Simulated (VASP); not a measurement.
# ZrV2: accuracy against cost in the SCF solver and precision settings, part 3 of 4

A convergence test on ZrV2: the SCF solver and precision settings. The series runs use r2SCAN. The start is a cell from a database of measured crystal structures.

VASP 6.6.1; r2SCAN, spin-polarised from a ferromagnetic start; plane waves and PAW (Zr_sv, V_sv).

Still holding for the runs below: The magnetic state follows from one typed start and may not be the lowest. The k-mesh is coarse for a metal.

So far. Step 7 (SCF solver: AMIX = 0.1, BMIX = 0.01): Against the first of the series the energy stays within 0.01 meV an atom; the pressure moves by +0.03 GPa, after 22 cycles in 64 s. Step 8 (SCF solver: AMIX = 0.8): Against the first of the series the energy stays within 0.01 meV an atom; the pressure moves by -0.02 GPa, after 30 cycles in 87 s.

### 9. SCF solver: IMIX = 1, AMIX = 0.2

File INCAR:

```
SYSTEM = ZrV2
PREC = Accurate
ENCUT = 400
EDIFF = 1E-06
NELM = 100
ISMEAR = -1
SIGMA = 0.05
LREAL = .FALSE.
ALGO = Normal
METAGGA = R2SCAN
LASPH = .TRUE.
NBANDS = 55
ISPIN = 2
MAGMOM = 0 0 2 2 2 2
LMAXMIX = 4
LORBIT = 11
LWAVE = .FALSE.
LCHARG = .FALSE.
KPAR = 4
ISIF = 2
IMIX = 1
AMIX = 0.2
```

File POSCAR:

```
ZrV2
1.0
    0.0000000000      3.7150000000      3.7150000000
    3.7150000000      0.0000000000      3.7150000000
    3.7150000000      3.7150000000      0.0000000000
Zr V
2 4
Direct
    0.0000000000      0.0000000000      0.0000000000
    0.2500000000      0.2500000000      0.2500000000
    0.6250000000      0.6250000000      0.6250000000
    0.1250000000      0.6250000000      0.6250000000
    0.6250000000      0.6250000000      0.1250000000
    0.6250000000      0.1250000000      0.6250000000
```

File KPOINTS:

```
Automatic mesh
0
Gamma
5 5 5
0 0 0
```

PAW data sets: Zr_sv and V_sv (PBE family, release 64).

Run with:

```console
> mpirun -np 4 vasp_std
```

Output:

```text
[... set-up lines as in an earlier step ...]
 entering main loop
       N       E                     dE             d eps       ncg     rms          rms(c)
[... 5 cycles as in an earlier step ...]
DAV:   6    -0.102807557655E+03    0.29495E+02   -0.40296E+01  2815   0.347E+01    0.150E+01
DAV:   7    -0.102054859593E+03    0.75270E+00   -0.40491E+00  2714   0.706E+00    0.131E+01
DAV:   8    -0.101872628688E+03    0.18223E+00   -0.12410E+00  2571   0.619E+00    0.680E+00
DAV:   9    -0.101716015345E+03    0.15661E+00   -0.32848E-01  2962   0.224E+00    0.487E+00
[...]
DAV:  39    -0.101675699416E+03   -0.18078E-05   -0.83291E-07  1312   0.343E-03    0.102E-02
DAV:  40    -0.101675700721E+03   -0.13051E-05   -0.63876E-07  1262   0.300E-03    0.864E-03
DAV:  41    -0.101675701682E+03   -0.96082E-06   -0.51362E-07  1214   0.263E-03
   1 F= -.10167570E+03 E0= -.10163947E+03  d E =-.724623E-01  mag=     4.1032
```

Wall time 2 min (4 MPI ranks of Intel Xeon 6975P-C (Granite Rapids), shared host); peak memory 1 GiB.

Parts of OUTCAR (step 9):

```text
  Total        0.0600601      0.0600601      0.0600601      0.0000000     -0.0000000     -0.0000000
  in kB        0.9384050      0.9384050      0.9384050      0.0000000     -0.0000000     -0.0000000
  external PRESSURE =       0.9384050 kB  Pullay stress =       0.0000000 kB

 POSITION                                       TOTAL-FORCE (eV/Angst)
 -----------------------------------------------------------------------------------
      0.00000      0.00000      0.00000         0.000000      0.000000      0.000000
      1.85750      1.85750      1.85750        -0.000000     -0.000000     -0.000000
      4.64375      4.64375      4.64375        -0.000000     -0.000000     -0.000000
      4.64375      2.78625      2.78625        -0.000000     -0.000000     -0.000000
      2.78625      2.78625      4.64375        -0.000000     -0.000000     -0.000000
      2.78625      4.64375      2.78625        -0.000000     -0.000000     -0.000000
 -----------------------------------------------------------------------------------
    total drift:                                0.000000      0.000000      0.000000

  FREE ENERGIE OF THE ION-ELECTRON SYSTEM (eV)
  ---------------------------------------------------
  free  energy   TOTEN  =      -101.6757016819 eV

  energy  without entropy=     -101.6032394096  energy(sigma->0) =     -101.63947055

 magnetization (x)
# of ion       s       p       d       tot
------------------------------------------
    1       -0.012   0.010  -0.193  -0.195
    2       -0.012   0.010  -0.193  -0.195
    3        0.017   0.055   0.888   0.960
    4        0.017   0.055   0.888   0.960
    5        0.017   0.055   0.888   0.960
    6        0.017   0.055   0.888   0.960
--------------------------------------------------
tot          0.043   0.241   3.167   3.452

[... 2 parts as in an earlier step ...]

[... 1 further part left out ...]
[key lines of the parts left out:]
E-fermi :   8.9616
```

Against the first of the series the energy moves by +0.01 meV an atom and the pressure by +0.01 GPa, after 41 cycles in 2 min.

### 10. The SCF solver series as a table

This step: convergence of r2SCAN results with the solver; plane waves and PAW (VASP 6.6.1).

No new run; the numbers come from the runs before.

Differences are taken from the run with ALGO = Normal. Results of the series, by row:

| setting | status | energy less the reference (meV/atom) | pressure (GPa) | moment (μB) | SCF cycles | wall time (s) |
| --- | --- | --- | --- | --- | --- | --- |
| ALGO = Normal | converged | 0 | 0.08469 | 4.108 | 19 | 56 |
| ALGO = Fast | not_converged | - | - | 4.106 | - | 309 |
| ALGO = VeryFast | not_converged | - | - | 4.107 | - | 374 |
| ALGO = All | converged | 0.001172 | 0.1087 | 4.106 | 41 | 166 |
| ALGO = Damped | converged | 0.006875 | 0.08309 | 4.105 | 65 | 165 |
| AMIX = 0.1, BMIX = 0.01 | converged | 0.001677 | 0.1106 | 4.106 | 22 | 64 |
| AMIX = 0.8 | converged | 0.003913 | 0.06953 | -4.107 | 30 | 87 |
| IMIX = 1, AMIX = 0.2 | converged | 0.006962 | 0.09384 | 4.103 | 41 | 118 |

### 11. Precision settings: PREC = Low

This step: r2SCAN, spin-polarised from a ferromagnetic start; plane waves and PAW (Zr_sv, V_sv) (VASP 6.6.1).

PREC sets the FFT grids, and LREAL, ADDGRID and LASPH trade speed for accuracy.

Changes to INCAR since step 9:

```diff
@@ -1,3 +1,3 @@
 SYSTEM = ZrV2
-PREC = Accurate
+PREC = Low
 ENCUT = 400
@@ -20,3 +20 @@
 ISIF = 2
-IMIX = 1
-AMIX = 0.2
```

POSCAR is that of step 9.

KPOINTS is that of step 9.

Run with:

```console
> mpirun -np 4 vasp_std
```

Output:

```text
[... set-up lines as in an earlier step ...]
 entering main loop
       N       E                     dE             d eps       ncg     rms          rms(c)
DAV:   1     0.965942037400E+03    0.96594E+03   -0.38550E+04  2200   0.130E+03
DAV:   2    -0.720110867189E+02   -0.10380E+04   -0.10061E+04  2277   0.489E+02
DAV:   3    -0.129307331974E+03   -0.57296E+02   -0.54515E+02  3297   0.119E+02
DAV:   4    -0.132155145714E+03   -0.28478E+01   -0.28194E+01  3176   0.193E+01
DAV:   5    -0.132302510623E+03   -0.14736E+00   -0.14726E+00  3006   0.352E+00    0.466E+01
DAV:   6    -0.108507179707E+03    0.23795E+02   -0.10846E+02  2826   0.548E+01    0.206E+01
DAV:   7    -0.101790292854E+03    0.67169E+01   -0.29412E+01  2660   0.260E+01    0.988E+00
DAV:   8    -0.101644178567E+03    0.14611E+00   -0.48313E+00  2767   0.939E+00    0.323E+00
DAV:   9    -0.101657401877E+03   -0.13223E-01   -0.47550E-01  2887   0.282E+00    0.193E+00
DAV:  10    -0.101675353426E+03   -0.17952E-01   -0.44677E-02  2708   0.102E+00    0.124E+00
DAV:  11    -0.101687967330E+03   -0.12614E-01   -0.26260E-02  2888   0.743E-01    0.377E-01
DAV:  12    -0.101692520273E+03   -0.45529E-02   -0.23343E-02  2511   0.515E-01    0.290E-01
DAV:  13    -0.101694099908E+03   -0.15796E-02   -0.30184E-03  3188   0.179E-01    0.230E-01
DAV:  14    -0.101696483685E+03   -0.23838E-02   -0.14357E-02  2615   0.359E-01    0.110E-01
DAV:  15    -0.101697079493E+03   -0.59581E-03   -0.42859E-03  2863   0.186E-01    0.568E-02
DAV:  16    -0.101697200513E+03   -0.12102E-03   -0.57142E-04  2955   0.761E-02    0.352E-02
DAV:  17    -0.101697228950E+03   -0.28437E-04   -0.30537E-04  2521   0.579E-02    0.159E-02
DAV:  18    -0.101697239602E+03   -0.10652E-04   -0.42547E-05  2519   0.263E-02    0.675E-03
DAV:  19    -0.101697239294E+03    0.30735E-06   -0.84848E-06  2145   0.911E-03
   1 F= -.10169724E+03 E0= -.10166113E+03  d E =-.722129E-01  mag=     4.0989
```

Wall time 36 s (4 MPI ranks); peak memory 0.66 GiB.

Parts of OUTCAR (step 11):

```text
   NELECT =      76.0000    total number of electrons

 E-fermi :   8.9632

 spin component 1
 k-point     1 :       0.0000    0.0000    0.0000
  band No.  band energies     occupation
    ...
     32       7.2767      1.00000
     33       7.2821      1.00000
     34       7.2821      1.00000
     35       8.2486      1.00000
     36       8.2486      1.00000
     37       9.0081      0.28934
     38       9.0081      0.28924
     39       9.0081      0.28924
     40      10.0676      0.00000
     41      10.0676      0.00000
    ...

 k-point     2 :       0.2000    0.0000    0.0000
  band No.  band energies     occupation
    ...
     35       8.3062      1.00000
     36       8.3064      1.00000
     37       8.5364      0.99980
     38       8.7864      0.97169
     39       8.7867      0.97152
     40       9.8145      0.00000
     41      10.1440      0.00000
     42      10.1445      0.00000
     43      10.1718      0.00000
     44      10.3721      0.00000
    ...

  Total        0.2586157      0.2586157      0.2586157     -0.0000000     -0.0000000      0.0000000
  in kB        4.0407223      4.0407223      4.0407223     -0.0000000     -0.0000000      0.0000000
  external PRESSURE =       4.0407223 kB  Pullay stress =       0.0000000 kB

 POSITION                                       TOTAL-FORCE (eV/Angst)
 -----------------------------------------------------------------------------------
      0.00000      0.00000      0.00000         0.000000      0.000000     -0.000000
      1.85750      1.85750      1.85750         0.000000      0.000000     -0.000000
      4.64375      4.64375      4.64375        -0.000000     -0.000000      0.000000
      4.64375      2.78625      2.78625         0.000000      0.000000      0.000000
      2.78625      2.78625      4.64375        -0.000000     -0.000000     -0.000000
      2.78625      4.64375      2.78625         0.000000      0.000000     -0.000000
 -----------------------------------------------------------------------------------
    total drift:                               -0.000340     -0.000340     -0.000438

  FREE ENERGIE OF THE ION-ELECTRON SYSTEM (eV)
  ---------------------------------------------------
  free  energy   TOTEN  =      -101.6972392943 eV

  energy  without entropy=     -101.6250264209  energy(sigma->0) =     -101.66113286

 magnetization (x)
# of ion       s       p       d       tot
------------------------------------------
    1       -0.012   0.010  -0.195  -0.197
    2       -0.012   0.010  -0.195  -0.197
    3        0.017   0.055   0.889   0.961
    4        0.017   0.055   0.889   0.961
    5        0.017   0.055   0.889   0.961
    6        0.017   0.055   0.889   0.961
--------------------------------------------------
tot          0.044   0.240   3.168   3.452

[... 8 parts as in an earlier step ...]

[... 14 further parts left out ...]
```

This step gave:

| Item | Value |
| --- | --- |
| SCF cycles | 19 |
| free energy (TOTEN) | -101.6972 eV |
| energy at zero smearing | -101.6611 eV |
| Fermi energy | 8.963 eV |
| pressure | 0.4041 GPa |
| moment of the cell, from the last line of the log | 4.099 μB |

The series starts at -16.9435 eV an atom and 0.40 GPa, after 19 cycles in 36 s.

### 12. Precision settings: PREC = Medium

Changes to INCAR since step 11:

```diff
@@ -1,3 +1,3 @@
 SYSTEM = ZrV2
-PREC = Low
+PREC = Medium
 ENCUT = 400
```

POSCAR is that of step 11.

KPOINTS is that of step 11.

Run with:

```console
> mpirun -np 4 vasp_std
```

Output:

```text
[... set-up lines as in an earlier step ...]
 entering main loop
       N       E                     dE             d eps       ncg     rms          rms(c)
DAV:   1     0.965936761548E+03    0.96594E+03   -0.38549E+04  2200   0.130E+03
DAV:   2    -0.720129001057E+02   -0.10379E+04   -0.10061E+04  2277   0.489E+02
DAV:   3    -0.129309537534E+03   -0.57297E+02   -0.54515E+02  3297   0.119E+02
DAV:   4    -0.132157239913E+03   -0.28477E+01   -0.28193E+01  3176   0.193E+01
[...]
DAV:  17    -0.101664799575E+03   -0.43823E-04   -0.31392E-04  2497   0.593E-02    0.159E-02
DAV:  18    -0.101664807249E+03   -0.76742E-05   -0.43483E-05  2534   0.265E-02    0.713E-03
DAV:  19    -0.101664806934E+03    0.31468E-06   -0.75669E-06  2167   0.863E-03
   1 F= -.10166481E+03 E0= -.10162867E+03  d E =-.722801E-01  mag=     4.1048
```

The job ended after 38 s (4 MPI ranks; peak memory 0.7 GiB).

From OUTCAR (step 12):

```text
  Total       -0.0610648     -0.0610648     -0.0610648      0.0000000     -0.0000000     -0.0000000
  in kB       -0.9541026     -0.9541026     -0.9541026      0.0000000     -0.0000000     -0.0000000
  external PRESSURE =      -0.9541026 kB  Pullay stress =       0.0000000 kB

 POSITION                                       TOTAL-FORCE (eV/Angst)
 -----------------------------------------------------------------------------------
      0.00000      0.00000      0.00000        -0.000000     -0.000000     -0.000000
      1.85750      1.85750      1.85750         0.000000      0.000000      0.000000
      4.64375      4.64375      4.64375         0.000000     -0.000000     -0.000000
      4.64375      2.78625      2.78625         0.000000     -0.000000      0.000000
      2.78625      2.78625      4.64375         0.000000     -0.000000      0.000000
      2.78625      4.64375      2.78625         0.000000     -0.000000     -0.000000
 -----------------------------------------------------------------------------------
    total drift:                                0.000000      0.000000      0.000000

  FREE ENERGIE OF THE ION-ELECTRON SYSTEM (eV)
  ---------------------------------------------------
  free  energy   TOTEN  =      -101.6648069342 eV

  energy  without entropy=     -101.5925268002  energy(sigma->0) =     -101.62866687

 magnetization (x)
# of ion       s       p       d       tot
------------------------------------------
    1       -0.012   0.010  -0.195  -0.197
    2       -0.012   0.010  -0.195  -0.197
    3        0.017   0.056   0.890   0.963
    4        0.017   0.056   0.890   0.963
    5        0.017   0.056   0.890   0.963
    6        0.017   0.056   0.890   0.963
--------------------------------------------------
tot          0.044   0.242   3.171   3.456

[... 2 parts as in an earlier step ...]

[... 1 further part left out ...]
[key lines of the parts left out:]
E-fermi :   8.9622
```

Against the first of the series the energy moves by +5.41 meV an atom and the pressure by -0.50 GPa, after 19 cycles in 38 s.

### 13. Precision settings: PREC = Normal

Changes to INCAR since step 12:

```diff
@@ -1,3 +1,3 @@
 SYSTEM = ZrV2
-PREC = Medium
+PREC = Normal
 ENCUT = 400
```

POSCAR is that of step 12.

KPOINTS is that of step 12.

Run with:

```console
> mpirun -np 4 vasp_std
```

Output:

```text
[... set-up lines as in an earlier step ...]
 entering main loop
       N       E                     dE             d eps       ncg     rms          rms(c)
DAV:   1     0.965939985930E+03    0.96594E+03   -0.38549E+04  2200   0.130E+03
DAV:   2    -0.720109641066E+02   -0.10380E+04   -0.10061E+04  2277   0.489E+02
DAV:   3    -0.129307538148E+03   -0.57297E+02   -0.54515E+02  3297   0.119E+02
DAV:   4    -0.132155253685E+03   -0.28477E+01   -0.28193E+01  3176   0.193E+01
[...]
DAV:  17    -0.101673319958E+03   -0.50523E-04   -0.39936E-04  2449   0.671E-02    0.176E-02
DAV:  18    -0.101673329217E+03   -0.92590E-05   -0.55492E-05  2519   0.301E-02    0.697E-03
DAV:  19    -0.101673329538E+03   -0.32162E-06   -0.73560E-06  2184   0.883E-03
   1 F= -.10167333E+03 E0= -.10163713E+03  d E =-.723991E-01  mag=     4.1105
```

The job ended after 39 s (4 MPI ranks; peak memory 0.83 GiB; 2.6 min of CPU time).

OUTCAR, selected parts (step 13):

```text
  Total       -0.0074530     -0.0074530     -0.0074530      0.0000000      0.0000000      0.0000000
  in kB       -0.1164485     -0.1164485     -0.1164485      0.0000000      0.0000000      0.0000000
  external PRESSURE =      -0.1164485 kB  Pullay stress =       0.0000000 kB

 POSITION                                       TOTAL-FORCE (eV/Angst)
 -----------------------------------------------------------------------------------
      0.00000      0.00000      0.00000        -0.000000     -0.000000     -0.000000
      1.85750      1.85750      1.85750         0.000000      0.000000      0.000000
      4.64375      4.64375      4.64375        -0.000000      0.000000      0.000000
      4.64375      2.78625      2.78625        -0.000000      0.000000      0.000000
      2.78625      2.78625      4.64375        -0.000000      0.000000      0.000000
      2.78625      4.64375      2.78625        -0.000000      0.000000      0.000000
 -----------------------------------------------------------------------------------
    total drift:                                0.000000      0.000000      0.000000

  FREE ENERGIE OF THE ION-ELECTRON SYSTEM (eV)
  ---------------------------------------------------
  free  energy   TOTEN  =      -101.6733295384 eV

  energy  without entropy=     -101.6009303995  energy(sigma->0) =     -101.63712997

 magnetization (x)
# of ion       s       p       d       tot
------------------------------------------
    1       -0.012   0.010  -0.194  -0.196
    2       -0.012   0.010  -0.194  -0.196
    3        0.017   0.056   0.890   0.963
    4        0.017   0.056   0.890   0.963
    5        0.017   0.056   0.890   0.963
    6        0.017   0.056   0.890   0.963
--------------------------------------------------
tot          0.044   0.242   3.172   3.458

[... 2 parts as in an earlier step ...]

[... 1 further part left out ...]
[key lines of the parts left out:]
E-fermi :   8.9622
```

Against the first of the series the energy moves by +4.00 meV an atom and the pressure by -0.42 GPa, after 19 cycles in 39 s.

### 14. Precision settings: PREC = Single

Changes to INCAR since step 13:

```diff
@@ -1,3 +1,3 @@
 SYSTEM = ZrV2
-PREC = Normal
+PREC = Single
 ENCUT = 400
```

POSCAR is that of step 13.

KPOINTS is that of step 13.

Run with:

```console
> mpirun -np 4 vasp_std
```

Output:

```text
[... set-up lines as in an earlier step ...]
 entering main loop
       N       E                     dE             d eps       ncg     rms          rms(c)
DAV:   1     0.965943586613E+03    0.96594E+03   -0.38549E+04  2200   0.130E+03
DAV:   2    -0.720092799677E+02   -0.10380E+04   -0.10061E+04  2277   0.489E+02
DAV:   3    -0.129306226558E+03   -0.57297E+02   -0.54516E+02  3297   0.119E+02
DAV:   4    -0.132153944258E+03   -0.28477E+01   -0.28193E+01  3176   0.193E+01
[...]
DAV:  17    -0.101670334249E+03   -0.40249E-04   -0.29518E-04  2494   0.587E-02    0.152E-02
DAV:  18    -0.101670342033E+03   -0.77837E-05   -0.42160E-05  2556   0.264E-02    0.575E-03
DAV:  19    -0.101670341693E+03    0.33914E-06   -0.74926E-06  2206   0.849E-03
   1 F= -.10167034E+03 E0= -.10163418E+03  d E =-.723167E-01  mag=     4.0876
```

Elapsed: 51 s, on 4 MPI ranks; peak memory 0.68 GiB; 3.3 min of CPU time.

Parts of OUTCAR (step 14):

```text
  Total        0.2466645      0.2466645      0.2466645      0.0000000      0.0000000     -0.0000000
  in kB        3.8539922      3.8539922      3.8539922      0.0000000      0.0000000     -0.0000000
  external PRESSURE =       3.8539922 kB  Pullay stress =       0.0000000 kB

 POSITION                                       TOTAL-FORCE (eV/Angst)
 -----------------------------------------------------------------------------------
      0.00000      0.00000      0.00000        -0.000000     -0.000000     -0.000000
      1.85750      1.85750      1.85750         0.000000      0.000000      0.000000
      4.64375      4.64375      4.64375         0.000000     -0.000000      0.000000
      4.64375      2.78625      2.78625         0.000000     -0.000000      0.000000
      2.78625      2.78625      4.64375         0.000000     -0.000000      0.000000
      2.78625      4.64375      2.78625         0.000000     -0.000000      0.000000
 -----------------------------------------------------------------------------------
    total drift:                                0.000000      0.000000      0.000000

  FREE ENERGIE OF THE ION-ELECTRON SYSTEM (eV)
  ---------------------------------------------------
  free  energy   TOTEN  =      -101.6703416934 eV

  energy  without entropy=     -101.5980249886  energy(sigma->0) =     -101.63418334

 magnetization (x)
# of ion       s       p       d       tot
------------------------------------------
    1       -0.012   0.010  -0.193  -0.195
    2       -0.012   0.010  -0.193  -0.195
    3        0.017   0.055   0.887   0.958
    4        0.017   0.055   0.887   0.958
    5        0.017   0.055   0.887   0.958
    6        0.017   0.055   0.887   0.958
--------------------------------------------------
tot          0.043   0.239   3.160   3.443

[... 2 parts as in an earlier step ...]

[... 1 further part left out ...]
[key lines of the parts left out:]
E-fermi :   8.9600
```

Against the first of the series the energy moves by +4.49 meV an atom and the pressure by -0.02 GPa, after 19 cycles in 51 s.

### 15. Precision settings: PREC = Accurate

Changes to INCAR since step 14:

```diff
@@ -1,3 +1,3 @@
 SYSTEM = ZrV2
-PREC = Single
+PREC = Accurate
 ENCUT = 400
```

POSCAR is that of step 14.

KPOINTS is that of step 14.

Run with:

```console
> mpirun -np 4 vasp_std
```

Output:

```text
[... set-up lines as in an earlier step ...]
 entering main loop
       N       E                     dE             d eps       ncg     rms          rms(c)
[... 19 cycles as in an earlier step ...]
   1 F= -.10167570E+03 E0= -.10163951E+03  d E =-.723808E-01  mag=     4.1084
```

Wall time 57 s (4 MPI ranks); peak memory 1.1 GiB; 3.7 min of CPU time.

From OUTCAR (step 15):

```text
[... 7 parts as in an earlier step ...]

[... 1 further part left out ...]
[key lines of the parts left out:]
E-fermi :   8.9619
```

Against the first of the series the energy moves by +3.60 meV an atom and the pressure by -0.32 GPa, after 19 cycles in 57 s.

(Part 3 of 4 ends here.)

[Lines on the potential files, build, host, timing and source positions are cut from VASP's logs without a mark.]

[Logs are printed without paths, hosts, clocks, repeated set-up lines and the standing remarks that a program may print on its own settings, such as how far it seeks lower states.]

[Hosts, paths, dates, database ids (printed as entryN), source tags and the programs' standing remarks are cut or masked in the printed files.]

[A measured line is paired with the nearest computed mode of its activity, which favours agreement.]
